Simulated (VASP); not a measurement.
Output of a VASP run:

File OUTCAR:
```
 ion  position               nearest neighbor table
   1  0.250  0.250  0.250-   3 2.34   3 2.34   3 2.34   3 2.34   2 2.71   2 2.71   2 2.71   2 2.71
                             2 2.71   2 2.71
   2  0.750  0.750  0.750-   3 2.34   3 2.34   3 2.34   3 2.34   1 2.71   1 2.71   1 2.71   1 2.71
                             1 2.71   1 2.71
   3  0.000  0.000  0.000-   2 2.34   2 2.34   2 2.34   1 2.34   2 2.34   1 2.34   1 2.34   1 2.34
  LATTYP: Found a face centered cubic cell.
 ALAT       =     5.4100000000
 Subroutine PRICEL returns:
 Original cell was already a primitive cell.
 Subroutine GETGRP returns: Found 48 space group operations
The static configuration has the point symmetry O_h .
The dynamic configuration has the point symmetry O_h .
 Subroutine INISYM returns: Found 48 space group operations
 Subroutine IBZKPT returns following result:
 Found     35 irreducible k-points:

 Following reciprocal coordinates:
            Coordinates               Weight
  0.000000  0.000000  0.000000      1.000000
  0.111111  0.000000  0.000000      8.000000
  0.222222  0.000000  0.000000      8.000000
  0.333333  0.000000  0.000000      8.000000
  0.444444  0.000000  0.000000      8.000000
  0.111111  0.111111  0.000000      6.000000
  0.222222  0.111111  0.000000     24.000000
  0.333333  0.111111  0.000000     24.000000
  0.444444  0.111111  0.000000     24.000000
 -0.444444  0.111111  0.000000     24.000000
 -0.333333  0.111111  0.000000     24.000000
 -0.222222  0.111111  0.000000     24.000000
 -0.111111  0.111111  0.000000     12.000000
  0.222222  0.222222  0.000000      6.000000
  0.333333  0.222222  0.000000     24.000000
  0.444444  0.222222  0.000000     24.000000
 -0.444444  0.222222  0.000000     24.000000
 -0.333333  0.222222  0.000000     24.000000
 -0.222222  0.222222  0.000000     12.000000
  0.333333  0.333333  0.000000      6.000000
  0.444444  0.333333  0.000000     24.000000
 -0.444444  0.333333  0.000000     24.000000
 -0.333333  0.333333  0.000000     12.000000
  0.444444  0.444444  0.000000      6.000000
 -0.444444  0.444444  0.000000     12.000000
  0.333333  0.222222  0.111111     24.000000
  0.444444  0.222222  0.111111     48.000000
 -0.444444  0.222222  0.111111     48.000000
  0.444444  0.333333  0.111111     24.000000
 -0.444444  0.333333  0.111111     48.000000
 -0.333333  0.333333  0.111111     48.000000
 -0.222222  0.333333  0.111111     24.000000
 -0.444444  0.444444  0.111111     24.000000
 -0.333333  0.444444  0.111111     24.000000
 -0.333333  0.444444  0.222222     24.000000
   k-points           NKPTS =     35   k-points in BZ     NKDIM =     35   number of bands    NBANDS=     13
   number of dos      NEDOS =    301   number of ions     NIONS =      3
   total plane-waves  NPLWV =  21952
   dimension x,y,z NGX =    28 NGY =   28 NGZ =   28
   dimension x,y,z NGXF=    56 NGYF=   56 NGZF=   56
   ions per type =               2   1
   PREC   = accura    normal or accurate (medium, high low for compatibility)
   ISTART =      0    job   : 0-new  1-cont  2-samecut
   ICHARG =      2    charge: 1-file 2-atom 10-const
   ISPIN  =      1    spin polarized calculation?
   LNONCOLLINEAR =      F non collinear calculations
   LSORBIT =      F    spin-orbit coupling
   INIWAV =      1    electr: 0-lowe 1-rand  2-diag
   ENCUT  =  400.0 eV  29.40 Ry    5.42 a.u.   6.24  6.24  6.24*2*pi/ulx,y,z
   NELM   =    100;   NELMIN=  2; NELMDL= -5     # of ELM steps
   EDIFF  = 0.1E-04   stopping-criterion for ELM
   LREAL  =      F    real-space projection
   NLSPLINE    = F    spline interpolate recip. space projectors
   LMAXMIX     =    4 max onsite mixed and CHGCAR
   VOSKOWN=      0    Vosko Wilk Nusair interpolation
   EDIFFG = 0.1E-03   stopping-criterion for IOM
   NSW    =      0    number of steps for IOM
   NBLOCK =      1;   KBLOCK =      1    inner block; outer block
   IBRION =     -1    ionic relax: 0-MD 1-quasi-New 2-CG
   NFREE  =      0    steps in history (QN), initial steepest desc. (CG)
   ISIF   =      2    stress and relaxation
...
```

### OSZICAR
```
       N       E                     dE             d eps       ncg     rms          rms(c)
DAV:   1     0.586060483187E+02    0.58606E+02   -0.67452E+03   918   0.113E+03
DAV:   2    -0.162218337899E+02   -0.74828E+02   -0.70762E+02   960   0.225E+02
DAV:   3    -0.193307634165E+02   -0.31089E+01   -0.30424E+01  1160   0.515E+01
DAV:   4    -0.193946320037E+02   -0.63869E-01   -0.63569E-01  1098   0.718E+00
DAV:   5    -0.193964045097E+02   -0.17725E-02   -0.17722E-02  1182   0.120E+00    0.164E+01
DAV:   6    -0.240779440654E+02   -0.46815E+01   -0.53735E+01   990   0.183E+02    0.251E+01
DAV:   7    -0.174755238606E+02    0.66024E+01   -0.16019E+01  1103   0.114E+02    0.400E+00
DAV:   8    -0.174077926665E+02    0.67731E-01   -0.22572E+00  1328   0.257E+01    0.259E+00
DAV:   9    -0.173644117561E+02    0.43381E-01   -0.25995E-01  1127   0.103E+01    0.548E-01
DAV:  10    -0.173638048699E+02    0.60689E-03   -0.73609E-03  1279   0.146E+00    0.278E-01
DAV:  11    -0.173638759681E+02   -0.71098E-04   -0.80594E-04  1153   0.317E-01    0.316E-02
DAV:  12    -0.173639078177E+02   -0.31850E-04   -0.50959E-05  1125   0.119E-01    0.232E-02
DAV:  13    -0.173639090352E+02   -0.12175E-05   -0.27570E-05   990   0.112E-01
   1 F= -.17363909E+02 E0= -.17364200E+02  d E =0.873705E-03
```

**OUTCAR**
```
------------------------ aborting loop because EDIFF is reached ----------------------------------------
  FORCE on cell =-STRESS in cart. coord.  units (eV):
  Direction    XX          YY          ZZ          XY          YZ          ZX
  --------------------------------------------------------------------------------------
  Total        0.8126899      0.8126899      0.8126899     -0.0000000      0.0000000     -0.0000000
  in kB       32.8930129     32.8930129     32.8930129     -0.0000000      0.0000000     -0.0000000
  external PRESSURE =      32.8930129 kB  Pullay stress =       0.0000000 kB
  volume of cell :       39.59
      direct lattice vectors                 reciprocal lattice vectors
     0.000000000  2.705000000  2.705000000    -0.184842884  0.184842884  0.184842884
     2.705000000  0.000000000  2.705000000     0.184842884 -0.184842884  0.184842884
     2.705000000  2.705000000  0.000000000     0.184842884  0.184842884 -0.184842884
 POSITION                                       TOTAL-FORCE (eV/Angst)
 -----------------------------------------------------------------------------------
      1.35250      1.35250      1.35250         0.000000      0.000000      0.000000
      4.05750      4.05750      4.05750         0.000000      0.000000     -0.000000
      0.00000      0.00000      0.00000        -0.000000     -0.000000     -0.000000
 -----------------------------------------------------------------------------------
    total drift:                               -0.000000     -0.000000      0.000000
  FREE ENERGIE OF THE ION-ELECTRON SYSTEM (eV)
  ---------------------------------------------------
  free  energy   TOTEN  =       -17.3639090352 eV

  energy  without entropy=      -17.3647827401  energy(sigma->0) =      -17.36420027
```
(Selected blocks of OUTCAR.)

POSCAR:
```
NiSi2
1
    0.0000000000     2.7050000000     2.7050000000
    2.7050000000     0.0000000000     2.7050000000
    2.7050000000     2.7050000000     0.0000000000
Si Ni
2 1
Direct
  0.2500000000   0.2500000000   0.2500000000
  0.7500000000   0.7500000000   0.7500000000
  0.0000000000   0.0000000000   0.0000000000
```

Task: Reconstruct the remaining input files.

Result: One answer among several that fit: the input of the run itself, PBE GGA, plane waves, VASP's PBE PAW potentials (set 64).

### INCAR
```
ALGO=Normal
EDIFF=1E-5
ENCUT=400
GGA=PE
ISIF=2
ISMEAR=1
LASPH=.True.
LCHARG=.False.
LMAXMIX=4
LREAL=.False.
LWAVE=.False.
NELM=100
PREC=Accurate
SIGMA=0.1
SYSTEM=NiSi2
```

### KPOINTS
```
kpoints
0
G
 9 9 9
0 0 0
```

POTCAR, in this order: Si Ni (PBE.64 set). Program: vasp_std.

The compound is NiSi2 in the fluorite structure. The cell was not relaxed at this level. The run is one of a series of settings (EDIFF = 1E-5 against the base run), some of them coarse on purpose. The run is not spin-polarised, so no magnetic state was tried.
